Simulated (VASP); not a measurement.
The system is GaP.

```xyz
2
Lattice="0.0000 2.7526 2.7526 2.7526 0.0000 2.7526 2.7526 2.7526 0.0000" Properties=species:S:1:pos:R:3 pbc="T T T"
Ga    0.0000    0.0000    0.0000
P     1.3763    1.3763    1.3763
```

The cell was built by a generator and needn't be a form met in nature.

Program: VASP 6.6.1. Alike in all runs: potentials or basis VASP PAW PBE potentials, release 64 (Ga_d, P); no spin polarisation; cell as given; cutoff (eV) 520; smearing gaussian 0.02 eV. Hardware: 4 MPI ranks on Intel(R) Xeon(R) 6975P-C (Granite Rapids), with other jobs on the host.

Task: Order these runs on this cell by their wall time, lowest first.
A. task electrostatic potential; level HSE06; k mesh 6 × 6 × 6; grid for exact exchange (PRECFOCK) Fast; screening parameter 0.2 1/A
B. task band structure; level PBE0; k mesh 6 × 6 × 6; grid for exact exchange (PRECFOCK) Fast; exchange at q = 0 truncated
C. task band structure; level r2SCAN; k mesh 10 × 10 × 10
D. task electrostatic potential; level r2SCAN; k mesh 10 × 10 × 10

Result: D (21 s), C (56 s), A (170 s), B (1100 s).

Runs at the PBE level aren't shown here.
